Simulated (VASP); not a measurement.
# SiB (Pnma) in VASP: band structure with PBE

Aim: the band structure of SiB with PBE.

All numbers are computed with VASP 6.6.1; they aren't measurements. Logs are shortened: lines on timing, memory, paths and dates and some standing lists are left out, and cuts for length are marked.

### 1 The crystal as given

It takes space group Pnma (No. 62, orthorhombic). The conventional cell has a = 5.240 Å, b = 2.977 Å, c = 5.670 Å, α = 90.00°, β = 90.00°, γ = 90.00°. Si (site symmetry m) has 4 B at 2.05 to 2.19 Å as nearest neighbours. Around B (site symmetry m) lie 2 B at 1.77 Å.

The cell was built by a generator and needn't be a form met in nature.

### 2 Band structure, PBE

Input file POSCAR:

```
SiB
1.0
    5.2403000000      0.0000000000      0.0000000000
    0.0000000000      2.9766800000      0.0000000000
    0.0000000000      0.0000000000      5.6696000000
Si B
4 4
Direct
    0.8313440000      0.7500000000      0.0942220000
    0.1686560000      0.2500000000      0.9057780000
    0.6686560000      0.2500000000      0.5942220000
    0.3313440000      0.7500000000      0.4057780000
    0.9303300000      0.7500000000      0.4444810000
    0.0696700000      0.2500000000      0.5555190000
    0.4303300000      0.7500000000      0.0555190000
    0.5696700000      0.2500000000      0.9444810000
```

Input file INCAR.step1:

```
SYSTEM = SiB
PREC = Accurate
ENCUT = 520
EDIFF = 1E-6
ISMEAR = 0
SIGMA = 0.1
LREAL = .FALSE.
LASPH = .TRUE.
NELM = 60
ALGO = Normal
ISIF = 2
LWAVE = .FALSE.
LCHARG = .TRUE.
GGA = PE
KPAR = 2
```

Input file KPOINTS.step1:

```
regular mesh
0
G
  6 10 6
  0 0 0
```

Input file INCAR.step2:

```
SYSTEM = SiB
PREC = Accurate
ENCUT = 520
EDIFF = 1E-6
ISMEAR = 0
SIGMA = 0.05
LREAL = .FALSE.
LASPH = .TRUE.
NELM = 60
ALGO = Normal
ISIF = 2
LWAVE = .FALSE.
LCHARG = .FALSE.
GGA = PE
KPAR = 2
ICHARG = 11
```

Input file KPOINTS.step2:

```
path GXSYGZURTZ,YT,UX,SR
10
line-mode
reciprocal
 0.0000000000  0.0000000000  0.0000000000  G
 0.0000000000 -0.5000000000  0.0000000000  X

 0.0000000000 -0.5000000000  0.0000000000  X
-0.5000000000 -0.5000000000  0.0000000000  S

-0.5000000000 -0.5000000000  0.0000000000  S
-0.5000000000  0.0000000000  0.0000000000  Y

-0.5000000000  0.0000000000  0.0000000000  Y
 0.0000000000  0.0000000000  0.0000000000  G

 0.0000000000  0.0000000000  0.0000000000  G
 0.0000000000  0.0000000000 -0.5000000000  Z

 0.0000000000  0.0000000000 -0.5000000000  Z
 0.0000000000 -0.5000000000 -0.5000000000  U

 0.0000000000 -0.5000000000 -0.5000000000  U
-0.5000000000 -0.5000000000 -0.5000000000  R

-0.5000000000 -0.5000000000 -0.5000000000  R
-0.5000000000  0.0000000000 -0.5000000000  T

-0.5000000000  0.0000000000 -0.5000000000  T
 0.0000000000  0.0000000000 -0.5000000000  Z

-0.5000000000  0.0000000000  0.0000000000  Y
-0.5000000000  0.0000000000 -0.5000000000  T

 0.0000000000 -0.5000000000 -0.5000000000  U
 0.0000000000 -0.5000000000  0.0000000000  X

-0.5000000000 -0.5000000000  0.0000000000  S
-0.5000000000 -0.5000000000 -0.5000000000  R
```

Potentials or basis: VASP PAW PBE potentials, release 64 (Si, B).

On the command line:

```
$ cat potpaw_PBE.64/Si/POTCAR potpaw_PBE.64/B/POTCAR > POTCAR
$ cp INCAR.step1 INCAR
$ cp KPOINTS.step1 KPOINTS
$ mpirun -np 2 vasp_std > vasp.out
$ cp INCAR.step2 INCAR
$ cp KPOINTS.step2 KPOINTS
$ mpirun -np 2 vasp_std > vasp.out
```

OUTCAR:

```text
SYSTEM = SiB
   PREC = Accurate
   ENCUT = 520
   EDIFF = 1E-6
   ISMEAR = 0
   LREAL = .FALSE.
   LASPH = .TRUE.
   NELM = 60
   ISIF = 2
   GGA = PE
   ICHARG = 11

 ion  position               nearest neighbor table
   1  0.831  0.750  0.094-   5 2.05   7 2.11   8 2.19   8 2.19   2 2.55   2 2.55
   2  0.169  0.250  0.906-   6 2.05   8 2.11   7 2.19   7 2.19   1 2.55   1 2.55
   3  0.669  0.250  0.594-   8 2.05   6 2.11   5 2.19   5 2.19   4 2.55   4 2.55
   4  0.331  0.750  0.406-   7 2.05   5 2.11   6 2.19   6 2.19   3 2.55   3 2.55
   5  0.930  0.750  0.444-   6 1.77   6 1.77   1 2.05   4 2.11   3 2.19   3 2.19
   6  0.070  0.250  0.556-   5 1.77   5 1.77   2 2.05   3 2.11   4 2.19   4 2.19
   7  0.430  0.750  0.056-   8 1.77   8 1.77   4 2.05   1 2.11   2 2.19   2 2.19
   8  0.570  0.250  0.944-   7 1.77   7 1.77   3 2.05   2 2.11   1 2.19   1 2.19

  LATTYP: Found a simple orthorhombic cell.
 ALAT       =     2.9766800000
 B/A-ratio  =     1.7604512410
 C/A-ratio  =     1.9046723195

  Lattice vectors:

 A1 = (   0.0000000000,  -2.9766800000,   0.0000000000)
 A2 = (   5.2403000000,   0.0000000000,   0.0000000000)
 A3 = (   0.0000000000,   0.0000000000,   5.6696000000)

Analysis of symmetry for initial positions (statically):
=====================================================================
 Subroutine PRICEL returns:
 Original cell was already a primitive cell.

 Routine SETGRP: Setting up the symmetry group for a
 simple orthorhombic supercell.

 Subroutine GETGRP returns: Found  8 space group operations
 (whereof  2 operations were pure point group operations)
 out of a pool of  8 trial point group operations.

The static configuration has the point symmetry S_2 .
 The point group associated with its full space group is D_2h.

Analysis of symmetry for dynamics (positions and initial velocities):
=====================================================================
 Subroutine PRICEL returns:
 Original cell was already a primitive cell.

 Routine SETGRP: Setting up the symmetry group for a
 simple orthorhombic supercell.

 Subroutine GETGRP returns: Found  8 space group operations
 (whereof  2 operations were pure point group operations)
 out of a pool of  8 trial point group operations.

The dynamic configuration has the point symmetry S_2 .
 The point group associated with its full space group is D_2h.

 Subroutine INISYM returns: Found  8 space group operations
 (whereof  2 operations are pure point group operations),
 and found     1 'primitive' translations

----------------------------------------------------------------------------------------

                                     Primitive cell

  volume of cell :      88.4384

  direct lattice vectors                    reciprocal lattice vectors
     5.240300000  0.000000000  0.000000000     0.190828769  0.000000000  0.000000000
     0.000000000  2.976680000  0.000000000     0.000000000  0.335944744  0.000000000
     0.000000000  0.000000000  5.669600000     0.000000000  0.000000000  0.176379286

  length of vectors
     5.240300000  2.976680000  5.669600000     0.190828769  0.335944744  0.176379286

  position of ions in fractional coordinates (direct lattice)
     0.831344000  0.750000000  0.094222000
     0.168656000  0.250000000  0.905778000
     0.668656000  0.250000000  0.594222000
     0.331344000  0.750000000  0.405778000
     0.930330000  0.750000000  0.444481000
     0.069670000  0.250000000  0.555519000
     0.430330000  0.750000000  0.055519000
     0.569670000  0.250000000  0.944481000

  ion indices of the primitive-cell ions
   primitive index   ion index
                 1           1
                 2           2
                 3           3
                 4           4
                 5           5
                 6           6
                 7           7
                 8           8

----------------------------------------------------------------------------------------

 KPOINTS: path GXSYGZURTZ,YT,UX,SR

Interpolating k-points between supplied coordinates.

 Line segments in fractional coordinates (reciprocal lattice):
    0.000000  0.000000  0.000000  ...  0.000000 -0.500000  0.000000
    0.000000 -0.500000  0.000000  ... -0.500000 -0.500000  0.000000
   -0.500000 -0.500000  0.000000  ... -0.500000  0.000000  0.000000
   -0.500000  0.000000  0.000000  ...  0.000000  0.000000  0.000000
    0.000000  0.000000  0.000000  ...  0.000000  0.000000 -0.500000
    0.000000  0.000000 -0.500000  ...  0.000000 -0.500000 -0.500000
    0.000000 -0.500000 -0.500000  ... -0.500000 -0.500000 -0.500000
   -0.500000 -0.500000 -0.500000  ... -0.500000  0.000000 -0.500000
   -0.500000  0.000000 -0.500000  ...  0.000000  0.000000 -0.500000
   -0.500000  0.000000  0.000000  ... -0.500000  0.000000 -0.500000
    0.000000 -0.500000 -0.500000  ...  0.000000 -0.500000  0.000000
   -0.500000 -0.500000  0.000000  ... -0.500000 -0.500000 -0.500000

 Generated    10 points on each line segment, for a total of    120 k-points:

 Following reciprocal coordinates:
            Coordinates               Weight
  0.000000  0.000000  0.000000      0.008333
  0.000000 -0.055556  0.000000      0.008333
  0.000000 -0.111111  0.000000      0.008333
  0.000000 -0.166667  0.000000      0.008333
  0.000000 -0.222222  0.000000      0.008333
  0.000000 -0.277778  0.000000      0.008333
[... 16 lines left out ...]
 -0.500000 -0.388889  0.000000      0.008333
 -0.500000 -0.333333  0.000000      0.008333
 [... further k-points ...]
   k-points           NKPTS =    120   k-points in BZ     NKDIM =    120   number of bands    NBANDS=     19
   number of dos      NEDOS =    301   number of ions     NIONS =      8
   total plane-waves  NPLWV =  40320
   dimension x,y,z NGX =    40 NGY =   24 NGZ =   42
   dimension x,y,z NGXF=    80 NGYF=   48 NGZF=   84
   ions per type =               4   4
   NGX,Y,Z   is equivalent  to a cutoff of  12.69, 13.40, 12.32 a.u.
   NGXF,Y,Z  is equivalent  to a cutoff of  25.38, 26.81, 24.63 a.u.
 SYSTEM =  SiB
   PREC   = accura    normal or accurate (medium, high low for compatibility)
   ISTART =      0    job   : 0-new  1-cont  2-samecut
   ICHARG =     11    charge: 1-file 2-atom 10-const
   ISPIN  =      1    spin polarized calculation?
   LNONCOLLINEAR =      F non collinear calculations
   LSORBIT =      F    spin-orbit coupling
   LASPH  =      T    aspherical Exc in radial PAW
   ENCUT  =  520.0 eV  38.22 Ry    6.18 a.u.   9.74  5.53 10.54*2*pi/ulx,y,z
   NELM   =     60;   NELMIN=  2; NELMDL=  0     # of ELM steps
   EDIFF  = 0.1E-05   stopping-criterion for ELM
   LREAL  =      F    real-space projection
   EDIFFG = 0.1E-04   stopping-criterion for IOM
   NSW    =      0    number of steps for IOM
   IBRION =     -1    ionic relax: 0-MD 1-quasi-New 2-CG
   NFREE  =      0    steps in history (QN), initial steepest desc. (CG)
   ISIF   =      2    stress and relaxation
   ISYM   =      2    0-nonsym 1-usesym 2-fastsym
   POTIM  = 0.5000    time-step for ionic-motion
   TEBEG  =    0.0;   TEEND  =   0.0 temperature during run
   PSTRESS=    0.0 pullay stress
   NELECT =      28.0000    total number of electrons
   NUPDOWN=      -1.0000    fix difference up-down
   EMIN   =  10.00;   EMAX   =-10.00  energy-range for DOS
   EFERMI =   0.00;   METHOD = LEGACY
   ISMEAR =     0;   SIGMA  =   0.05  broadening in eV -4-tet -1-fermi 0-gaus
   EFERMI_NEDOS =   21; number of points for ismear=-14 and -15
   IALGO  =     38    algorithm
   IMIX   =      4    mixing-type and parameters
     AMIX     =   0.40;   BMIX     =  1.00
     AMIX_MAG =   1.60;   BMIX_MAG =  1.00
  volume/ion in A,a.u.               =      11.05        74.60
  Fermi-wavevector in a.u.,A,eV,Ry     =   1.115785  2.108528 16.938936  1.244977
  Thomas-Fermi vector in A             =   2.252393
   LORBIT       =      0    0 simple, 1 ext, 2 COOP (PROOUT), +10 PAW based schemes
   GGA     = PE    functional components
   LHFCALC =     F    Hartree Fock is set to
   AEXX    =    0.0000 exact exchange contribution
   IVDW    =     0    specifies the selected vdW correction
   LEPSILON=     F    determine dielectric tensor
   LRPA    =     F    only Hartree local field effects (RPA)
 non-spin polarized calculation
 Gauss-broadening in eV      SIGMA  =   0.05
  energy-cutoff  :      520.00
  volume of cell :       88.44
 maximum number of plane-waves:      2412
 NGX is ok and might be reduce to    40

 number of electron      28.0000002 magnetization

 Free energy of the ion-electron system (eV)
  ---------------------------------------------------
  ext. energy  EPLUGINS =         0.00000000
  ---------------------------------------------------
  free energy    TOTEN  =       -46.09992208 eV

  energy without entropy =      -46.09706805  energy(sigma->0) =      -46.09849507

 E-fermi :   8.3846     XC(G=0): -11.1941

 val. band max:        8.3829708615   @ k =  -0.2222   0.0000   0.0000
 cond. band min:       8.3975857235   @ k =  -0.5000   0.0000  -0.1667
 fundamental gap:      0.0146148619
 Fermi energy:         8.3845988178

 k-point     1 :       0.0000    0.0000    0.0000
  band No.  band energies     occupation
      1      -6.2767      2.00000
      2      -3.6167      2.00000
      3      -1.4729      2.00000
      4      -0.9308      2.00000
      5      -0.6996      2.00000
      6       1.4467      2.00000
[... 11 lines left out ...]
     18      13.1549      0.00000
     19      13.4767      0.00000

 k-point     2 :       0.0000   -0.0556    0.0000
  band No.  band energies     occupation
      1      -6.2315      2.00000
      2      -3.5764      2.00000
      3      -1.4275      2.00000
      4      -0.8900      2.00000
      5      -0.6527      2.00000
      6       1.4873      2.00000
[... 11 lines left out ...]
     18      13.0431      0.00000
     19      13.1741      0.00000

 k-point     3 :       0.0000   -0.1111    0.0000
  band No.  band energies     occupation
      1      -6.0962      2.00000
      2      -3.4557      2.00000
      3      -1.2916      2.00000
      4      -0.7703      2.00000
      5      -0.5121      2.00000
      6       1.6077      2.00000
[... 434 lines left out ...]
      1      -3.0186      2.00000
      2      -3.0186      2.00000
      3      -0.3902      2.00000
      4      -0.3902      2.00000
      5       0.6029      2.00000
      6       0.6029      2.00000
[... 11 lines left out ...]
     18      11.4401      0.00000
     19      12.3443      0.00000

 k-point    24 :      -0.5000   -0.3333    0.0000
  band No.  band energies     occupation
      1      -3.5694      2.00000
      2      -3.5694      2.00000
      3      -0.4677      2.00000
      4      -0.4677      2.00000
      5       0.8542      2.00000
      6       0.8542      2.00000
[... 11 lines left out ...]
     18      11.4462      0.00000
     19      12.5037      0.00000

 [... further k-points ...]
[... 5 lines left out ...]
  --------------------------------------------------------------------------------------
  -------------------------------------------------------------------------------------
  Total        4.3621420     -4.0361322     -0.4817394      0.0000000      0.0000000      0.0000000
  in kB       79.0259386    -73.1198419     -8.7273429      0.0000000      0.0000000      0.0000000
  external PRESSURE =      -0.9404154 kB  Pullay stress =       0.0000000 kB

 VOLUME and BASIS-vectors are now :
 -----------------------------------------------------------------------------
  energy-cutoff  :      520.00
  volume of cell :       88.44
      direct lattice vectors                 reciprocal lattice vectors
     5.240300000  0.000000000  0.000000000     0.190828769  0.000000000  0.000000000
     0.000000000  2.976680000  0.000000000     0.000000000  0.335944744  0.000000000
     0.000000000  0.000000000  5.669600000     0.000000000  0.000000000  0.176379286

 POSITION                                       TOTAL-FORCE (eV/Angst)
 -----------------------------------------------------------------------------------
      4.35649      2.23251      0.53420        -0.303948      0.000000     -0.338261
      0.88381      0.74417      5.13540         0.303948      0.000000      0.338261
      3.50396      0.74417      3.36900         0.303948     -0.000000     -0.338261
      1.73634      2.23251      2.30060        -0.303948      0.000000      0.338261
      4.87521      2.23251      2.52003         0.868142      0.000000      0.563306
      0.36509      0.74417      3.14957        -0.868142      0.000000     -0.563306
      2.25506      2.23251      0.31477         0.868142     -0.000000     -0.563306
      2.98524      0.74417      5.35483        -0.868142     -0.000000      0.563306
 -----------------------------------------------------------------------------------
    total drift:                               -0.000000      0.000000     -0.000000

  FREE ENERGIE OF THE ION-ELECTRON SYSTEM (eV)
  ---------------------------------------------------
  free  energy   TOTEN  =       -46.0999220833 eV

  energy  without entropy=      -46.0970680496  energy(sigma->0) =      -46.09849507
```

Run time: 84 s. Hardware: 2 MPI ranks of Intel Xeon Platinum 8488C (Sapphire Rapids), shared host; peak memory 0.28 GiB.

Results:

```yaml
Band_gap_along_the_path: none (metal or under the smearing width)
```

Levels at the corners of the path, in eV from the Fermi level:
| point | band 12 | band 13 | band 14 | band 15 | band 16 | band 17 |
| --- | --- | --- | --- | --- | --- | --- |
| Γ | -0.26 | 2.71 | 2.95 | 2.99 | 4.10 | 4.14 |
| X | -4.51 | -2.27 | -2.27 | -1.45 | -1.45 | 0.71 |
| X | -4.51 | -2.27 | -2.27 | -1.45 | -1.45 | 0.71 |
| S | -4.34 | -0.80 | -0.80 | -0.80 | -0.80 | 3.28 |
| S | -4.34 | -0.80 | -0.80 | -0.80 | -0.80 | 3.28 |
| Y | -1.82 | 0.29 | 0.29 | 2.97 | 2.97 | 3.27 |
| Y | -1.82 | 0.29 | 0.29 | 2.97 | 2.97 | 3.27 |
| Γ | -0.26 | 2.71 | 2.95 | 2.99 | 4.10 | 4.14 |
| Γ | -0.26 | 2.71 | 2.95 | 2.99 | 4.10 | 4.14 |
| Z | -2.43 | 1.50 | 1.50 | 3.48 | 3.48 | 3.85 |
| Z | -2.43 | 1.50 | 1.50 | 3.48 | 3.48 | 3.85 |
| U | -4.33 | -2.35 | -2.35 | -0.06 | -0.06 | 1.97 |
| U | -4.33 | -2.35 | -2.35 | -0.06 | -0.06 | 1.97 |
| R | -2.72 | -0.35 | -0.35 | -0.35 | -0.35 | 2.15 |
| R | -2.72 | -0.35 | -0.35 | -0.35 | -0.35 | 2.15 |
| T | -2.35 | -1.75 | -1.75 | 2.48 | 2.48 | 4.25 |
| T | -2.35 | -1.75 | -1.75 | 2.48 | 2.48 | 4.25 |
| Z | -2.43 | 1.50 | 1.50 | 3.48 | 3.48 | 3.85 |
| Y | -1.82 | 0.29 | 0.29 | 2.97 | 2.97 | 3.27 |
| T | -2.35 | -1.75 | -1.75 | 2.48 | 2.48 | 4.25 |
| U | -4.33 | -2.35 | -2.35 | -0.06 | -0.06 | 1.97 |
| X | -4.51 | -2.27 | -2.27 | -1.45 | -1.45 | 0.71 |
| S | -4.34 | -0.80 | -0.80 | -0.80 | -0.80 | 3.28 |
| R | -2.72 | -0.35 | -0.35 | -0.35 | -0.35 | 2.15 |

Caveat: the log is that of the step along the path at fixed density, whose energy, stress, charges and moments have no meaning.
